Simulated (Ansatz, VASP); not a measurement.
# Cross-check of Sn (alpha-Sn (diamond)) between VASP and Ansatz

Wanted: the spread between two codes on one cell, functional and k mesh. The cell is taken from a series of runs on this material, whose earlier steps may have relaxed, scaled, displaced or heated it; both programs get it as it stands.

Main program and level: Ansatz 0.2.0; plane waves, with VASP 6.6.1 beside it; relaxation of cell and atoms at LDA.

### Step 1. Set-up

Symmetry: Fd-3m, No. 227, cubic system. The conventional cell has a = 6.491 Å, b = 6.491 Å, c = 6.491 Å, α = 90.00°, β = 90.00°, γ = 90.00°. Sn has 4 Sn at 2.81 Å nearest.

Coordinates:

```cif
data_structure
_symmetry_space_group_name_H-M 'P 1'
_symmetry_Int_Tables_number 1
_cell_length_a 4.5900
_cell_length_b 4.5900
_cell_length_c 4.5900
_cell_angle_alpha 60.000
_cell_angle_beta 60.000
_cell_angle_gamma 60.000
_cell_volume 68.38
loop_
_atom_site_label
_atom_site_type_symbol
_atom_site_fract_x
_atom_site_fract_y
_atom_site_fract_z
_atom_site_occupancy
Sn1 Sn 0.00000 0.00000 0.00000 1
Sn2 Sn 0.25000 0.25000 0.25000 1
```

### Step 2. Ansatz: relaxation of cell and atoms, LDA

Ansatz runs on its default PAW (the set named soft_2) files.

The relaxed volume is the usual yardstick between codes: in a stiff, nearly cubic crystal its relative difference is about their pressure difference at one cell divided by the bulk modulus.

The input, input.yaml:

```yaml
crystal:
  lattice:
    - [0.0, 3.2456, 3.2456]
    - [3.2456, 0.0, 3.2456]
    - [3.2456, 3.2456, 0.0]
  atoms:
    - { symbol: Sn, position: [0.0, 0.0, 0.0] }
    - { symbol: Sn, position: [0.25, 0.25, 0.25] }
basis:
  ecutwfc: 420
  xc_grid: 2
hamiltonian:
  xc: lda
kpoints:
  mp_grid: { grid: [10, 10, 10] }
scf:
  occupations: { method: fermi_dirac, width: 0.05 }
  max_iter: 150
output:
  forces: true
  stress: true
relax:
  f_tol: 0.01
  max_steps: 60
  cell: {}
checkpoint:
  write: "../lda.run"
  compress: false
  write_wavefunctions: false
  write_every: 100000
```

On the command line:

```
$ ansatz run input.yaml --threads 1 --pin off --max-ram 2826MiB --backend cpu --events-out ev --progress --plain --runs-dir out
```

Numbers of over 12 decimals in the logs are rounded to 6 here.

The log of the run:

```text
Engine: ansatz 0.2.0, aarch64-unknown-linux-gnu
Pseudopotentials: kind: paw
Pseudopotential: Sn, paw, valence charge 14, recommended cutoff 420 eV (normal), Sn.paw.azcp
Functional definition: SPW92
  exchange = slater_x
  correlation = pw_c
Crystal: 2 atoms, lattice volume = 68.378 Å³
Basis set: ecut = 420 eV, 1363 PW (Γ), exchange–correlation on 64×64×64 points (8 copies of the dense FFT grid, shifted against one another)
Bands: 18, of which v1, the nominal top of the filled ones, is band 14 counted from 1 (13 counted from 0)
Symmetry: 48 space group operations
Space group: Fd-3m (ITA 227), of the structure as read, at distance tolerance 4.1e-5 Å
k-points: 47 of 1000
Non-local potential: Sn, projectors of the file, l = 0: 2, l = 1: 2, l = 2: 2, l = 3: 2
PAW form: soft (Blöchl's): semilocal exchange-correlation on the pseudo side does not see the compensation charge
PAW frozen core: Sn, regenerated for the run's functional, and the local potential with it (the file was generated under x = pbe(κ = 0.804, μ = 0.219515), c = pbe(β = 0.066725))
PAW one-centre angular grid: Sn, 590 points (default); XC on 64 Gauss nodes
Initial density: superposition of atomic densities (neutral atoms: chi_scale 0, normalization atom), corrected by the library's trained network
Initial wavefunctions: pseudopotential atomic-orbital guess
Functional: x = slater, c = lda
SCF iter   1: F=—  HF=-11759.031944 eV  |F-HF|=—  |Δ(HF+E_count)|=         —  Δρ=6.15e-3  dr2=1.14e-2  ethr=1.77e-3  ⟨swp⟩=6.1  Hψ=4634  notcnv=0
preconditioner: auto → Kerker (q_TF=auto, 2.351 Å⁻¹)  [metal: Δε(μ)=0.144 eV  Ē_g=19.975 eV  σ=0.050 eV  W_gap=0.47  n_scr=14 (ndim 8)  ℏωp=23.8 eV  f_vac=0.094  D(μ)=0.31/eV (n_scr^D=0)]
SCF iter   2: F=—  HF=-11759.027854 eV  |F-HF|=—  |Δ(HF+E_count)|=   4.09e-3  Δρ=2.79e-3  dr2=2.36e-3  ethr=4.08e-5  ⟨swp⟩=3.0  Hψ=2054  notcnv=0
SCF iter   3: F=—  HF=-11759.027423 eV  |F-HF|=—  |Δ(HF+E_count)|=   4.30e-4  Δρ=5.49e-4  dr2=1.72e-4  ethr=8.42e-6  ⟨swp⟩=3.0  Hψ=1487  notcnv=0
SCF iter   4: F=—  HF=-11759.027467 eV  |F-HF|=—  |Δ(HF+E_count)|=   4.33e-5  Δρ=1.28e-4  dr2=2.75e-5  ethr=6.15e-7  ⟨swp⟩=1.1  Hψ=849  notcnv=0
SCF iter   5: F=—  HF=-11759.027472 eV  |F-HF|=—  |Δ(HF+E_count)|=   5.02e-6  Δρ=3.75e-5  dr2=1.84e-6  ethr=9.81e-8  ⟨swp⟩=2.0  Hψ=1033  notcnv=0
SCF iter   6: F=-11759.027472 eV  HF=-11759.027472 eV  |F-HF|=6.94e-8  |Δ(HF+E_count)|=   3.24e-8  Δρ=1.01e-5  dr2=8.81e-8  ethr=3.57e-10  ⟨swp⟩=3.7  Hψ=3432  notcnv=0
SCF 1 converged in 6 iterations: F = -11759.027472 eV  dr2 = 8.81e-8
  greatest PAW one-centre occupation: 0.992 electrons in one spin orbital (limit 2), on the Sn atom at site 1 (counted from 0), in its partial waves of l = 2
relax step   1: F+E_penalty+E_count = -11759.02747174 eV  Δ(F+E_penalty+E_count) = +0.000e0 eV  max|allowed force component| = 4.626e-18 eV/Å  Δτ_max = 0.0000 Å  P = -0.339 GPa  Ω = 68.378 Å³  (6 SCF iters, dr2 threshold 1.00e-7 eV, accepted)
[...]
relax step   2: F+E_penalty+E_count = -11759.02798438 eV  Δ(F+E_penalty+E_count) = -5.126e-4 eV  max|allowed force component| = 2.920e-17 eV/Å  Δτ_max = 0.0000 Å  P = +0.193 GPa  Ω = 67.556 Å³  energy of the carried Pulay correction = +1.222e-4 eV  (5 SCF iters, dr2 threshold 2.00e-7 eV, accepted)
[...]
relax step   3: F+E_penalty+E_count = -11759.02811533 eV  Δ(F+E_penalty+E_count) = -1.310e-4 eV  max|allowed force component| = 1.388e-17 eV/Å  Δτ_max = 0.0000 Å  P = -0.003 GPa  Ω = 67.852 Å³  energy of the carried Pulay correction = +7.799e-5 eV  (5 SCF iters, dr2 threshold 9.35e-8 eV, accepted)
[...]
relax step   4: F+E_penalty+E_count = -11759.02804367 eV  Δ(F+E_penalty+E_count) = +7.166e-5 eV  max|allowed force component| = 1.156e-17 eV/Å  Δτ_max = 0.0000 Å  P = -0.003 GPa  Ω = 67.852 Å³  stress off target by 2.90e-3 GPa  SCF on the basis re-selected at this cell (its energy is not comparable with the rows above)  (5 SCF iters)
basis re-selected at this cell: Δ(F+E_penalty+E_count) = +7.166e-5 eV, ΔP = +0.000 GPa vs the last step (what re-selecting the basis moved, of the pressure what is left beyond the Pulay correction that the steps carried, after the strain that the cell walked since its last selection, with what the two solves' SCF thresholds leave and, on support functions, any second-order correction that the steps lacked; it is no m [...]
SCF converged after 5 iterations
Free energy (F): -11759.028044 eV
Harris-Foulkes:  -11759.028044 eV  (|F-HF|=7.28e-12)
Internal energy: -11759.025729 eV  (E = F + TS)
E sigma→0 (E₀):  -11759.026886 eV
Entropy (-TS):   -0.002315 eV (-1.158 meV/atom)
Fermi energy:    7.538475 eV
--- Per-component energies (eV) ---
  E_band       = -253.814002
  E_kinetic    = 377.355522
  E_local      = -2303.410841  (includes V_loc(G=0)·N_el)
  E_nonlocal   = -55.317797
  E_hartree    = 1319.497108
  E_xc         = -757.278676
  E_vxc        = -196.469800  (∫ρ·V_xc dr)
  E_paw        = -7992.544610  (= ΣΔE_a)
  E_vpaw       = -714.965273  (= ΣTr[D̂ρ^β])
  E_aug_tail   = -0.000001  (compensation charges beyond the density's cutoff)
  E_ewald      = -2348.176229
  E_core_change = 0.849796  (= ΣΔE_core)
  E_smearing   = -0.002315  (= −TS)
  E_closure    = 0.000000  (closes the sum)
  Σ components = -11759.028044   (vs F -11759.028044, Δ=0.00e0)
--- Forces (eV/Å), atoms counted from 1 ---
  atom   1  Sn     0.00000000    -0.00000000    -0.00000000
  atom   2  Sn    -0.00000000     0.00000000     0.00000000
  max |Σ_I F_I| component: 1.48e-17 eV/Å
--- Stress (GPa, compression-positive) ---
       -0.002899      -0.000000      -0.000000
       -0.000000      -0.002899      -0.000000
       -0.000000       0.000000      -0.002899
  P = ⅓ Tr σ = -0.0029 GPa (-0.029 kbar)
--- Relaxed structure (3 steps of the walk, 3 accepted, 1 SCFs on fresh bases) ---
  F+E_penalty+E_count = -11759.02804367 eV   max|allowed force component| = 1.156e-17 eV/Å   (the final SCF, on the basis selected at the relaxed cell)
  cell:  # Å, volume = 67.8522 Å³
    - [0, 3.237262, 3.237262]
    - [3.237262, 0, 3.237262]
    - [3.237262, 3.237262, 0]
  atoms:
    - { symbol: Sn, position: [0, 0, 0] }
    - { symbol: Sn, position: [0.25, 0.25, 0.25] }
```

### Step 3. VASP: relaxation of cell and atoms, LDA

The same cell, functional (in two slightly different forms), mesh and smearing now go to VASP, with its own data sets.

Lines of VASP's logs that name or quote its potential files are left out, and so is its time.

The input, INCAR:

```
SYSTEM = Sn
PREC = Accurate
ENCUT = 500
EDIFF = 1E-07
NELM = 120
ISMEAR = -1
SIGMA = 0.05
LREAL = .FALSE.
ALGO = Normal
GGA = PW92
NBANDS = 20
LORBIT = 11
LWAVE = .FALSE.
LCHARG = .FALSE.
ISIF = 3
IBRION = 2
NSW = 80
EDIFFG = -0.005
LASPH = .TRUE.
GGA_COMPAT = .FALSE.
NELMIN = 4
```

The input, POSCAR:

```
Sn
1.0
    0.0000000000      3.2456000000      3.2456000000
    3.2456000000      0.0000000000      3.2456000000
    3.2456000000      3.2456000000      0.0000000000
Sn
2
Direct
    0.0000000000      0.0000000000      0.0000000000
    0.2500000000      0.2500000000      0.2500000000
```

The input, KPOINTS:

```
Automatic mesh
0
Gamma
10 10 10
0 0 0
```

PAW data sets: Sn_d (LDA family, release 64).

On the command line:

```
$ mpirun -np 1 vasp_std
```

The log of the run:

```text
[banner, memory and clock lines left out]
running    1 mpi-ranks, on    1 nodes
 distrk:  each k-point on    1 cores,    1 groups
 distr:  one band on    1 cores,    1 groups

 POSCAR found type information on POSCAR Sn
 POSCAR found :  1 types and       2 ions
|                                                                             |
|               ----> ADVICE to this user running VASP <----                  |
|                                                                             |
|     You enforced a specific xc type in the INCAR file but a different       |
|     [... a line on the potential file left out ...]
|     I HOPE YOU KNOW WHAT YOU ARE DOING!                                     |
|                                                                             |

 LDA part: xc-table for (Slater(with rela. corr.)+PW92), standard interpolation
 POSCAR, INCAR and KPOINTS ok, starting setup
 FFT: planning ... GRIDC
 FFT: planning ... GRID_SOFT
 FFT: planning ... GRID
 WAVECAR not read
 entering main loop
       N       E                     dE             d eps       ncg     rms          rms(c)
DAV:   1     0.221955933551E+03    0.22196E+03   -0.14413E+04  1892   0.196E+03
DAV:   2     0.150213157362E+02   -0.20693E+03   -0.20334E+03  1892   0.443E+02
DAV:   3    -0.823872498658E+01   -0.23260E+02   -0.23130E+02  2152   0.145E+02
DAV:   4    -0.902529961663E+01   -0.78657E+00   -0.78612E+00  2144   0.297E+01
DAV:   5    -0.905775268457E+01   -0.32453E-01   -0.32452E-01  2648   0.565E+00    0.330E+00
DAV:   6    -0.897305946581E+01    0.84693E-01   -0.42163E-02  2236   0.231E+00    0.185E+00
DAV:   7    -0.893121419088E+01    0.41845E-01   -0.62042E-02  1940   0.221E+00    0.144E-01
DAV:   8    -0.893177083556E+01   -0.55664E-03   -0.50130E-03  2152   0.783E-01    0.554E-02
DAV:   9    -0.893186593608E+01   -0.95101E-04   -0.17843E-04  2480   0.100E-01    0.161E-02
DAV:  10    -0.893186476352E+01    0.11726E-05   -0.17980E-05  2512   0.482E-02    0.394E-03
DAV:  11    -0.893186514541E+01   -0.38189E-06   -0.14024E-06  2024   0.767E-03    0.176E-03
DAV:  12    -0.893186514903E+01   -0.36184E-08   -0.60344E-08  1568   0.214E-03
   1 F= -.89318651E+01 E0= -.89307164E+01  d E =-.893187E+01
 curvature:   0.00 expect dE= 0.000E+00 dE for cont linesearch  0.000E+00
 trial: gam= 0.00000 g(F)=  0.130E-47 g(S)=  0.165E-02 ort = 0.000E+00 (trialstep = 0.100E+01)
 search vector abs. value=  0.165E-02
 bond charge predicted
       N       E                     dE             d eps       ncg     rms          rms(c)
DAV:   1    -0.897007327345E+01   -0.38208E-01   -0.78320E-01  2168   0.143E+01    0.103E+00
DAV:   2    -0.893957147734E+01    0.30502E-01   -0.52615E-02  2432   0.381E+00    0.454E-01
DAV:   3    -0.893276112247E+01    0.68104E-02   -0.19585E-02  2524   0.221E+00    0.660E-02
DAV:   4    -0.893240727299E+01    0.35385E-03   -0.86836E-04  2092   0.356E-01    0.181E-02
DAV:   5    -0.893237479745E+01    0.32476E-04   -0.46682E-05  2536   0.657E-02    0.782E-03
DAV:   6    -0.893237048907E+01    0.43084E-05   -0.48444E-06  1996   0.282E-02    0.374E-03
DAV:   7    -0.893236998060E+01    0.50847E-06   -0.38181E-07  1728   0.424E-03    0.786E-04
DAV:   8    -0.893236999851E+01   -0.17908E-07   -0.40087E-08  1104   0.194E-03
   2 F= -.89323700E+01 E0= -.89312871E+01  d E =-.504849E-03
 trial-energy change:   -0.000505  1 .order   -0.000527   -0.001653    0.000600
 step:   0.7220(harm=  0.7337)  dis= 0.00000  next Energy=    -8.932454 (dE=-0.589E-03)
 bond charge predicted
       N       E                     dE             d eps       ncg     rms          rms(c)
DAV:   1    -0.893536329310E+01   -0.29933E-02   -0.61395E-02  2168   0.407E+00    0.286E-01
DAV:   2    -0.893301979928E+01    0.23435E-02   -0.39877E-03  2424   0.105E+00    0.127E-01
DAV:   3    -0.893248690346E+01    0.53290E-03   -0.15576E-03  2516   0.621E-01    0.180E-02
DAV:   4    -0.893245982965E+01    0.27074E-04   -0.70751E-05  2108   0.103E-01    0.525E-03
DAV:   5    -0.893245708430E+01    0.27453E-05   -0.38784E-06  2620   0.202E-02    0.223E-03
DAV:   6    -0.893245673826E+01    0.34604E-06   -0.39488E-07  1928   0.818E-03    0.106E-03
DAV:   7    -0.893245669538E+01    0.42879E-07   -0.26655E-08  1044   0.119E-03
   3 F= -.89324567E+01 E0= -.89313543E+01  d E =-.591546E-03
 curvature:  -0.37 expect dE=-0.143E-06 dE for cont linesearch -0.143E-06
 trial: gam=-0.01512 g(F)=  0.527E-47 g(S)=  0.390E-06 ort = 0.254E-04 (trialstep = 0.944E+00)
 search vector abs. value=  0.192E-09
 reached required accuracy - stopping structural energy minimisation
```

From OUTCAR (step 3):

```text
ion  position               nearest neighbor table
   1  0.000  0.000  0.000-   2 2.81   2 2.81   2 2.81   2 2.81
   2  0.250  0.250  0.250-   1 2.81   1 2.81   1 2.81   1 2.81

  LATTYP: Found a face centered cubic cell.
 ALAT       =     6.4912000000

 Subroutine GETGRP returns: Found 48 space group operations
 (whereof 24 operations were pure point group operations)

The static configuration has the point symmetry T_d .
 The point group associated with its full space group is O_h .

 Found     47 irreducible k-points:

   k-points           NKPTS =     47   k-points in BZ     NKDIM =     47   number of bands    NBANDS=     20

   dimension x,y,z NGX =    36 NGY =   36 NGZ =   36
   dimension x,y,z NGXF=    72 NGYF=   72 NGZF=   72

   ENCUT  =  500.0 eV  36.75 Ry    6.06 a.u.   8.37  8.37  8.37*2*pi/ulx,y,z

   NELECT =      28.0000    total number of electrons

 k-points in reciprocal lattice and weights: Automatic mesh
   0.00000000  0.00000000  0.00000000       0.001
   0.10000000  0.00000000  0.00000000       0.008
   0.20000000  0.00000000  0.00000000       0.008
   0.30000000  0.00000000  0.00000000       0.008
   0.40000000  0.00000000  0.00000000       0.008
   0.50000000  0.00000000  0.00000000       0.004
   0.10000000  0.10000000  0.00000000       0.006
   0.20000000  0.10000000  0.00000000       0.024
   0.30000000  0.10000000  0.00000000       0.024
[...]
-0.30000000  0.40000000  0.20000000       0.024
  -0.30000000  0.50000000  0.20000000       0.012

 average (electrostatic) potential at core
       1-101.3364       2-101.3364

 E-fermi :   5.4097

 k-point     1 :       0.0000    0.0000    0.0000
  band No.  band energies     occupation
    ...
      8     -15.8087      2.00000
      9     -15.7980      2.00000
     10     -15.7980      2.00000
     11      -5.2477      2.00000
     12       4.6988      2.00000
     13       5.5350      0.15084
     14       5.5350      0.15084
     15       5.5350      0.15084
     16       7.5978      0.00000
     17       7.5978      0.00000
    ...

 k-point     2 :       0.1000    0.0000    0.0000
  band No.  band energies     occupation
    ...
     10     -15.7829      2.00000
     11      -5.1502      2.00000
     12       3.5951      2.00000
     13       5.3374      1.61884
     14       5.3374      1.61884
     15       5.9691      0.00003
     16       7.8503      0.00000
     17       7.8503      0.00000
     18       8.0192      0.00000
     19      10.8395      0.00000
    ...

 k-point     3 :       0.2000    0.0000    0.0000
  band No.  band energies     occupation
    ...
     10     -15.7677      2.00000
     11      -4.8637      2.00000
     12       2.0838      2.00000
     13       4.9578      1.99976
     14       4.9578      1.99976
     15       5.8653      0.00022
     16       8.3177      0.00000
     17       8.3177      0.00000
     18       9.1969      0.00000
     19      11.6320      0.00000
    ...

  Total       -0.0023208     -0.0023208     -0.0023208     -0.0000000     -0.0000000     -0.0000000
  in kB       -0.0548112     -0.0548112     -0.0548112     -0.0000000     -0.0000000     -0.0000000
  external PRESSURE =      -0.0548112 kB  Pullay stress =       0.0000000 kB

  energy-cutoff  :      500.00
  volume of cell :       67.84
      direct lattice vectors                 reciprocal lattice vectors
     0.000000000  3.237055450  3.237055450    -0.154461364  0.154461364  0.154461364
     3.237055450  0.000000000  3.237055450     0.154461364 -0.154461364  0.154461364
     3.237055450  3.237055450  0.000000000     0.154461364  0.154461364 -0.154461364

 POSITION                                       TOTAL-FORCE (eV/Angst)
 -----------------------------------------------------------------------------------
      0.00000      0.00000      0.00000        -0.000000     -0.000000     -0.000000
      1.61853      1.61853      1.61853         0.000000      0.000000      0.000000
 -----------------------------------------------------------------------------------
    total drift:                                0.000000      0.000000      0.000000

  FREE ENERGIE OF THE ION-ELECTRON SYSTEM (eV)
  ---------------------------------------------------
  free  energy   TOTEN  =        -8.9324566954 eV

  energy  without entropy=       -8.9302518168  energy(sigma->0) =       -8.93135426

 reached required accuracy - stopping structural energy minimisation

 total charge
# of ion       s       p       d       tot
------------------------------------------
    1        1.177   1.224   9.968  12.370
    2        1.177   1.224   9.968  12.370
--------------------------------------------------
tot          2.355   2.449  19.936  24.740

[... 3 further parts left out ...]
```

The run keeps the 48 symmetry operations of its start, so it cannot find a distortion of lower symmetry.

### Step 4. Comparison

Known differences besides the potentials themselves: the cutoff is 420 eV in Ansatz and 500 eV in VASP; VASP's log shows a relativistic correction to its local exchange, Ansatz's none; Ansatz adds a Pulay correction to the stress that steers its cell, VASP none. Total energies have different zeros and are not compared.

Both answers:

```
                                         quantity  Ansatz   VASP  difference
                                      volume (Å³)   67.85  67.84     +0.02 %
edge a after relaxation, in the typed setting (Å)   4.578  4.578     +0.01 %
```

### Step 5. Results

```
difference in volume (relaxation of cell and atoms, LDA) : 0.019 %
```

**Reading.** The difference in volume is 0.019 % (relaxation of cell and atoms, LDA), within the 1.2 % picked in this series as the mark of a large difference, as far as the stopping tolerances let one tell. How closely two codes agree says nothing of how well the functional describes the real material.

[Lines on the potential files, build, host, timing and source positions are cut from VASP's logs without a mark.]

[Logs are printed without paths, hosts, clocks, repeated set-up lines and the standing remarks that a program may print on its own settings, such as how far it seeks lower states.]

[Hosts, paths, dates, database ids (printed as entryN), source tags and the programs' standing remarks are cut or masked in the printed files.]
